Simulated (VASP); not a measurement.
Calculation: PBE GGA + U (Dudarev), VASP's PBE PAW potentials (set 64) (plane waves; VASP).

Input for VASP

### INCAR
```
ALGO  =  Normal
EDIFF  =  1E-6
ENCUT  =  400
GGA  =  PE
ISIF  =  2
ISMEAR  =  0
LASPH  =  T
LCHARG  =  F
LDAU  =  T
LDAUJ  =  0 0
LDAUL  =  2 -1
LDAUTYPE  =  2
LDAUU  =  7.0 0
LMAXMIX  =  4
LREAL  =  F
LWAVE  =  F
NELM  =  100
PREC  =  Accurate
SIGMA  =  0.01
SYSTEM  =  TiO2
```

**POSCAR**
```
TiO2
1
   -1.8912700000     1.8912700000     4.8075100000
    1.8912700000    -1.8912700000     4.8075100000
    1.8912700000     1.8912700000    -4.8075100000
Ti O
2 4
Direct
  0.0000000000   0.0000000000   0.0000000000
  0.7500000000   0.2500000000   0.5000000000
  0.9571500000   0.4571500000   0.5000000000
  0.2071500000   0.2071500000   0.0000000000
  0.7928500000   0.7928500000   0.0000000000
  0.5428500000   0.0428500000   0.5000000000
```

File KPOINTS:
```
Automatic
0
Gamma
12 12 12
0 0 0
```

POTCAR, in this order: Ti_sv O (PBE.64 set). Program: vasp_std.

At this cut-off the stress carries a Pulay error, which pulls relaxed volumes low.

Q: Predict the energy per atom (σ→0), pressure, largest force.

A: 
```json
{
 "energy per atom (σ→0)": "-7.440 eV/atom",
 "pressure": "11.06 GPa",
 "largest_force": "0.248 eV/Å"
}
```

### OSZICAR
```
...
DAV:  11    -0.446407638574E+02    0.10225E-01   -0.97102E-02 12668   0.296E+00    0.196E-01
DAV:  12    -0.446407964414E+02   -0.32584E-04   -0.29568E-03 13504   0.387E-01    0.214E-01
DAV:  13    -0.446403313447E+02    0.46510E-03   -0.14509E-03 13060   0.381E-01    0.659E-02
DAV:  14    -0.446402854908E+02    0.45854E-04   -0.53825E-04 13684   0.175E-01    0.123E-02
DAV:  15    -0.446402878605E+02   -0.23697E-05   -0.21207E-05 11420   0.371E-02    0.805E-03
DAV:  16    -0.446402891101E+02   -0.12496E-05   -0.12674E-06  6604   0.114E-02    0.678E-03
DAV:  17    -0.446402887699E+02    0.34015E-06   -0.41351E-06  9236   0.191E-02
   1 F= -.44640289E+02 E0= -.44640289E+02  d E =-.276564E-65
```

The structure comes from a computed database's TiO2 entry; how it stands against other phases isn't given here. The cell was not relaxed at this level. The run is one of a series of settings (LDAU = .TRUE., LDAUJ = 0 0, LDAUL = 2 -1, LDAUTYPE = 2, LDAUU = 7.0 0 against the base run), some of them coarse on purpose.
